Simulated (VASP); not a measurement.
Data:

```xyz
2
Lattice="0.0000 2.8893 2.8893 2.8893 0.0000 2.8893 2.8893 2.8893 0.0000" Properties=species:S:1:pos:R:3 pbc="T T T"
Be     0.0000     0.0000     0.0000
Te     1.4446     1.4446     1.4446
```

Level of theory: vdW-DF2, VASP's PBE PAW potentials (set 64) (plane waves; VASP). Numerical set-up: 520 eV cut-off, 7×7×7 Γ-centred mesh, Gaussian smearing of 0.050 eV, potentials Be Te.

Question: What does the run give for the energy per atom (σ→0)?

Answer: 
```json
{
 "energy per atom (σ→0)": "-2.329 eV/atom"
}
```

Only differences to runs with the same potentials and settings are physical.

The compound is BeTe in the zinc blende structure. It was relaxed first, which changed the volume by +8 %. The start is the result of an earlier pass.
